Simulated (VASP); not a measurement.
A convergence study with VASP on CsPbBr₃ (space group no. 221 when undisturbed): a few settings are varied, all else stays as given below, so the limit is that of these other settings. One atom is moved off its site, so that forces are finite.

```xyz
5
Lattice="5.8407 0.0000 0.0000 0.0000 5.8407 0.0000 0.0000 0.0000 5.8407" Properties=species:S:1:pos:R:3 pbc="T T T"
Cs     0.0000     0.0000     0.0500
Pb     2.9203     2.9203     2.9203
Br     2.9203     0.0000     2.9203
Br     0.0000     2.9203     2.9203
Br     2.9203     2.9203     0.0000
```

Level of theory: LDA (Ceperley-Alder, Perdew-Zunger), VASP's LDA PAW potentials (set 64) (plane waves; VASP). The last row used: 300 eV cut-off, 4×4×4 Γ-centred mesh, Fermi-Dirac smearing of 0.020 eV, potentials Cs_sv Pb_d Br.

Unless said otherwise, spin-orbit coupling is left out, though it shifts the bands of the heavy elements here. Gaps are read on the run's mesh, which can miss a band edge.

```tsv
setting	E (eV/atom)	pressure (GPa)	largest force (eV/Å)	gap on the mesh (eV)	irreducible k-points
SIGMA = 1.0	(withheld)	(withheld)	(withheld)	(withheld)	18
SIGMA = 0.5	-3.5334	-0.73	0.008	1.317	18
SIGMA = 0.2	(withheld)	(withheld)	0.008	1.288	18
SIGMA = 0.1	-3.5579	-0.80	0.008	1.288	18
SIGMA = 0.02	-3.5579	-0.80	0.008	1.288	18
```

Question: Complete the blanks.

Answer: 
- SIGMA = 0.2, E (eV/atom): -3.5574
- SIGMA = 0.2, pressure (GPa): -0.81
- SIGMA = 1.0, E (eV/atom): -3.3913
- SIGMA = 1.0, pressure (GPa): 0.62
- SIGMA = 1.0, largest force (eV/Å): 0.006
- SIGMA = 1.0, gap on the mesh (eV): 1.440

VASP warned of too few bands at SIGMA = 1.0.

Left out are rungs that failed or repeat a setting and relaxations that didn't move; long series are thinned to 24 rows.

The structure is a typed CsPbBr3 crystal (space group no. 221). The cell was not relaxed at this level, it is distorted from the ideal structure. VASP warned that the highest band is occupied, so more bands are needed.
